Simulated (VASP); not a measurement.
```
CELL_PARAMETERS angstrom
      1.63834    -2.83768     0.00000
      1.63834     2.83768     0.00000
      0.00000     0.00000     5.08266
ATOMIC_POSITIONS crystal
  Sc 0.33333 0.66667 0.25000
  Sc 0.66667 0.33333 0.75000
```

Method: PBEsol GGA, VASP's PBE PAW potentials (set 64) (plane waves; VASP). Settings: 480 eV cut-off, 12×12×8 Γ-centred mesh, first-order Methfessel-Paxton smearing of 0.10 eV, potentials Sc_sv.

Each row applies one change to this cell, which was relaxed at other settings and keeps the small stress of the first row; at a fixed cut-off the stress holds a Pulay part, so it need not integrate to ΔE exactly. Stress is in GPa, positive when the cell is compressed.

```tsv
change	ΔE (meV/atom)	σxx	σyy	σzz	largest shear component, with its sign (GPa)	largest force (eV/Å)
none	0.0	-0.07	-0.07	0.02	0.00	0.000
atom 1 (Sc) moved by -0.075 Å along z	___	___	___	___	___	___
atom 2 (Sc) moved by 0.100 Å along y	___	___	___	___	___	___
isotropic strain of +0.5 %	0.9	-0.93	-0.93	-0.78	0.00	0.000
uniaxial strain of +1.0 % along x	0.9	-1.19	-0.37	-0.28	0.00	0.018
atom 2 (Sc) moved by 0.100 Å along z	11.8	-0.01	-0.01	0.42	0.00	0.469
isotropic strain of +2.0 %	14.2	-3.21	-3.21	-2.95	0.00	0.000
atom 2 (Sc) moved by 0.100 Å along x	4.1	-0.09	-0.08	0.15	-0.61	0.158
```

**Question.** Fill in the missing entries.

**Answer.** 
- atom 2 (Sc) moved by 0.100 Å along y, ΔE (meV/atom): 4.3
- atom 2 (Sc) moved by 0.100 Å along y, σxx: -0.68
- atom 2 (Sc) moved by 0.100 Å along y, σyy: 0.52
- atom 2 (Sc) moved by 0.100 Å along y, σzz: 0.15
- atom 2 (Sc) moved by 0.100 Å along y, largest shear component, with its sign (GPa): 0.00
- atom 2 (Sc) moved by 0.100 Å along y, largest force (eV/Å): 0.166
- atom 1 (Sc) moved by -0.075 Å along z, ΔE (meV/atom): 6.7
- atom 1 (Sc) moved by -0.075 Å along z, σxx: -0.04
- atom 1 (Sc) moved by -0.075 Å along z, σyy: -0.04
- atom 1 (Sc) moved by -0.075 Å along z, σzz: 0.24
- atom 1 (Sc) moved by -0.075 Å along z, largest shear component, with its sign (GPa): 0.00
- atom 1 (Sc) moved by -0.075 Å along z, largest force (eV/Å): 0.351

Failed runs are left out, and for metals the shear rows, which the mesh's noise covers.

The compound is Sc in the hcp structure.
